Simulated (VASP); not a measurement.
# Be2ZnO3 (I-4m2) in VASP: single point with r2SCAN

Aim: the single point of Be2ZnO3 with r2SCAN.

Everything below comes from runs of VASP 6.6.1. Logs are shortened: lines on timing, memory, paths and dates and some standing lists are left out, and cuts for length are marked.

## 1. The crystal as given

It takes space group I-4m2 (No. 119, tetragonal). The conventional cell has a = 2.848 Å, b = 2.848 Å, c = 12.677 Å, α = 90.00°, β = 90.00°, γ = 90.00°. Be (site symmetry 2mm) has 4 O at 1.68 to 1.69 Å as nearest neighbours. Around Zn (site symmetry -4m2) lie 4 O at 1.97 Å. O (site symmetry 2mm) is surrounded by 2 Be at 1.68 Å. Around O (site symmetry -4m2) lie 4 Be at 1.69 Å.

The cell was built by a generator and needn't be a form met in nature.

## 2. Single point, r2SCAN

Contents of INCAR:

```
SYSTEM = Be2ZnO3
  PREC = Accurate
  ENCUT = 520
  EDIFF = 1E-6
  ISMEAR = 0
  SIGMA = 0.03
  LREAL = .False.
  LASPH = .True.
  NELM = 150
  ALGO = Normal
  ISIF = 2
  LWAVE = .False.
  LCHARG = .False.
  METAGGA = R2SCAN
  LMIXTAU = .True.
  NBANDS = 26
  KPAR = 4
```

Contents of KPOINTS:

```
regular mesh
0
Gamma
  12 12 12
  0 0 0
```

Contents of POSCAR:

```
Be2ZnO3
1.0
   -1.4238200000      1.4238200000      6.3386200000
    1.4238200000     -1.4238200000      6.3386200000
    1.4238200000      1.4238200000     -6.3386200000
Be Zn O
2 1 3
Direct
    0.3219920000      0.3219920000      0.0000000000
    0.6780080000      0.6780080000      0.0000000000
    0.0000000000      0.0000000000      0.0000000000
    0.8928320000      0.3928320000      0.5000000000
    0.6071680000      0.1071680000      0.5000000000
    0.2500000000      0.7500000000      0.5000000000
```

Potentials or basis: VASP PAW PBE potentials, release 64 (Be, Zn, O).

On the command line:

```console
cat potpaw_PBE.64/Be/POTCAR potpaw_PBE.64/Zn/POTCAR potpaw_PBE.64/O/POTCAR > POTCAR
mpirun -np 4 vasp_std > vasp.out
```

OUTCAR:

```text
SYSTEM = Be2ZnO3
   PREC = Accurate
   ENCUT = 520
   EDIFF = 1E-6
   ISMEAR = 0
   LREAL = .False.
   LASPH = .True.
   NELM = 150
   ISIF = 2
   METAGGA = R2SCAN

 ion  position               nearest neighbor table
   1  0.322  0.322  0.000-   4 1.68   4 1.68   6 1.69   6 1.69
   2  0.678  0.678  0.000-   5 1.68   5 1.68   6 1.69   6 1.69
   3  0.000  0.000  0.000-   5 1.97   4 1.97   5 1.97   4 1.97
   4  0.893  0.393  0.500-   1 1.68   1 1.68   3 1.97   3 1.97
   5  0.607  0.107  0.500-   2 1.68   2 1.68   3 1.97   3 1.97
   6  0.250  0.750  0.500-   2 1.69   1 1.69   1 1.69   2 1.69

  LATTYP: Found a body centered tetragonal cell.
 ALAT       =     2.8476400000
 C/A-ratio  =     4.4518408226

  Lattice vectors:

 A1 = (  -1.4238200000,   1.4238200000,   6.3386200000)
 A2 = (   1.4238200000,  -1.4238200000,   6.3386200000)
 A3 = (   1.4238200000,   1.4238200000,  -6.3386200000)

Analysis of symmetry for initial positions (statically):
=====================================================================
 Subroutine PRICEL returns:
 Original cell was already a primitive cell.

 Routine SETGRP: Setting up the symmetry group for a
 body centered tetragonal supercell.

 Subroutine GETGRP returns: Found  8 space group operations
 (whereof  8 operations were pure point group operations)
 out of a pool of 16 trial point group operations.

The static configuration has the point symmetry D_2d.

Analysis of symmetry for dynamics (positions and initial velocities):
=====================================================================
 Subroutine PRICEL returns:
 Original cell was already a primitive cell.

 Routine SETGRP: Setting up the symmetry group for a
 body centered tetragonal supercell.

 Subroutine GETGRP returns: Found  8 space group operations
 (whereof  8 operations were pure point group operations)
 out of a pool of 16 trial point group operations.

The dynamic configuration has the point symmetry D_2d.

 Subroutine INISYM returns: Found  8 space group operations
 (whereof  8 operations are pure point group operations),
 and found     1 'primitive' translations

----------------------------------------------------------------------------------------

                                     Primitive cell

[... 99 lines left out ...]
   LREAL  =      F    real-space projection
   EDIFFG = 0.1E-04   stopping-criterion for IOM
   NSW    =      0    number of steps for IOM
   IBRION =     -1    ionic relax: 0-MD 1-quasi-New 2-CG
   NFREE  =      0    steps in history (QN), initial steepest desc. (CG)
   ISIF   =      2    stress and relaxation
   ISYM   =      2    0-nonsym 1-usesym 2-fastsym
   POTIM  = 0.5000    time-step for ionic-motion
   TEBEG  =    0.0;   TEEND  =   0.0 temperature during run
   PSTRESS=    0.0 pullay stress
   NELECT =      34.0000    total number of electrons
   NUPDOWN=      -1.0000    fix difference up-down
   EMIN   =  10.00;   EMAX   =-10.00  energy-range for DOS
   EFERMI =   0.00;   METHOD = LEGACY
   ISMEAR =     0;   SIGMA  =   0.03  broadening in eV -4-tet -1-fermi 0-gaus
   EFERMI_NEDOS =   21; number of points for ismear=-14 and -15
   IALGO  =     38    algorithm
   IMIX   =      4    mixing-type and parameters
     AMIX     =   0.40;   BMIX     =  1.00
     AMIX_MAG =   1.60;   BMIX_MAG =  1.00
  volume/ion in A,a.u.               =       8.57        57.81
  Fermi-wavevector in a.u.,A,eV,Ry     =   1.426416  2.695535 27.683262  2.034662
  Thomas-Fermi vector in A             =   2.546695
   LORBIT       =      0    0 simple, 1 ext, 2 COOP (PROOUT), +10 PAW based schemes
   METAGGA = R2SCAN    functional components
   LHFCALC =     F    Hartree Fock is set to
   AEXX    =    0.0000 exact exchange contribution
   IVDW    =     0    specifies the selected vdW correction
   LEPSILON=     F    determine dielectric tensor
   LRPA    =     F    only Hartree local field effects (RPA)
 non-spin polarized calculation
 Gauss-broadening in eV      SIGMA  =   0.03
  energy-cutoff  :      520.00
  volume of cell :       51.40
 maximum number of plane-waves:      1411
 NGX is ok and might be reduce to    50
   NGX = 25   NGY = 25   NGZ = 25

 number of electron      34.0000001 magnetization

 Free energy of the ion-electron system (eV)
  ---------------------------------------------------
  ext. energy  EPLUGINS =         0.00000000
  ---------------------------------------------------
  free energy    TOTEN  =       -50.17904427 eV

  energy without entropy =      -50.17904427  energy(sigma->0) =      -50.17904427

 E-fermi :   2.5797     XC(G=0): -11.7739

 val. band max:        2.4297116846   @ k =   0.0000   0.0000   0.0000
 cond. band min:       6.0448935003   @ k =   0.0000   0.0000   0.0000
 fundamental gap:      3.6151818156
 Fermi energy:         2.5796867960

 k-point     1 :       0.0000    0.0000    0.0000
  band No.  band energies     occupation
      1     -17.1930      2.00000
      2     -16.2238      2.00000
      3     -15.5977      2.00000
      4      -3.5870      2.00000
      5      -3.4671      2.00000
      6      -2.8438      2.00000
[... 685 lines left out ...]
     25      17.4943      0.00000
     26      18.6467      0.00000

 [... further k-points ...]

------------------------ aborting loop because EDIFF is reached ----------------------------------------

  FORCE on cell =-STRESS in cart. coord.  units (eV):
  Direction    XX          YY          ZZ          XY          YZ          ZX
  --------------------------------------------------------------------------------------
  -------------------------------------------------------------------------------------
  Total       -1.5777222     -1.5777222     -1.8541686      0.0000000     -0.0000000      0.0000000
  in kB      -49.1786067    -49.1786067    -57.7956192      0.0000000     -0.0000000      0.0000000
  external PRESSURE =     -52.0509442 kB  Pullay stress =       0.0000000 kB

 VOLUME and BASIS-vectors are now :
 -----------------------------------------------------------------------------
  energy-cutoff  :      520.00
  volume of cell :       51.40
      direct lattice vectors                 reciprocal lattice vectors
    -1.423820000  1.423820000  6.338620000     0.000000000  0.351167985  0.078881523
     1.423820000 -1.423820000  6.338620000     0.351167985  0.000000000  0.078881523
     1.423820000  1.423820000 -6.338620000     0.351167985  0.351167985  0.000000000

 POSITION                                       TOTAL-FORCE (eV/Angst)
 -----------------------------------------------------------------------------------
      0.00000      0.00000      4.08197        -0.000000      0.000000     -0.025365
      0.00000      0.00000      8.59527        -0.000000      0.000000      0.025365
      0.00000      0.00000      0.00000        -0.000000      0.000000      0.000000
      0.00000      1.42382      4.98003         0.000000     -0.000000      0.270508
      0.00000      1.42382      1.35859         0.000000     -0.000000     -0.270508
      1.42382      0.00000      3.16931        -0.000000      0.000000     -0.000000
 -----------------------------------------------------------------------------------
    total drift:                                0.000004     -0.000004      0.000000

  FREE ENERGIE OF THE ION-ELECTRON SYSTEM (eV)
  ---------------------------------------------------
  free  energy   TOTEN  =       -50.1790442732 eV

  energy  without entropy=      -50.1790442732  energy(sigma->0) =      -50.17904427
```

It took 26 min on 4 MPI ranks of AMD EPYC 7R13 (Zen 3), shared host; peak memory 0.52 GiB.

Results:

* Free energy: -50.1790 eV
* Pressure: -5.2 GPa
* Largest force: 0.271 eV/Å
* Band gap on the k mesh: 3.62 eV, direct

Forces on the atoms (eV/Å):
```
Be   0.000  0.000 -0.025
Be   0.000  0.000  0.025
Zn   0.000  0.000  0.000
O    0.000  0.000  0.271
O    0.000  0.000 -0.271
O    0.000  0.000  0.000
```

Stress tensor (GPa, compression positive):
```
-4.92  0.00  0.00
 0.00 -4.92  0.00
 0.00  0.00 -5.78
```

Caveat: the PAW data sets were made with another functional, which shifts forces and pressure a little.
